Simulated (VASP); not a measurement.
```
W
1.0
   -1.57861     1.57861     1.57861
    1.57861    -1.57861     1.57861
    1.57861     1.57861    -1.57861
W
1
Cartesian
  0.00000   0.00000   0.00000
```

All values below come from PBEsol GGA, VASP's PBE PAW potentials (set 64) (plane waves; VASP 6.6.1). Numerical set-up: PREC = Normal, EDIFF = 1E-5, 400 eV cut-off, 18×18×18 Γ-centred mesh, first-order Methfessel-Paxton smearing of 0.10 eV, potentials W_sv.

Unless said otherwise, spin-orbit coupling is left out, though it shifts the bands of the heavy elements here.

Task: Predict the energy per atom (σ→0), band gap (on the k-mesh) with the smallest direct gap where there is one.

Result: 
* **band gap (on the k-mesh)**: none (metal, semimetal or under 0.01 eV)
* **energy per atom (σ→0)**: -13.800 eV/atom

Total energies compare only between runs with the same potentials, cut-off and functional.

The compound is W in the bcc structure. It was relaxed first.
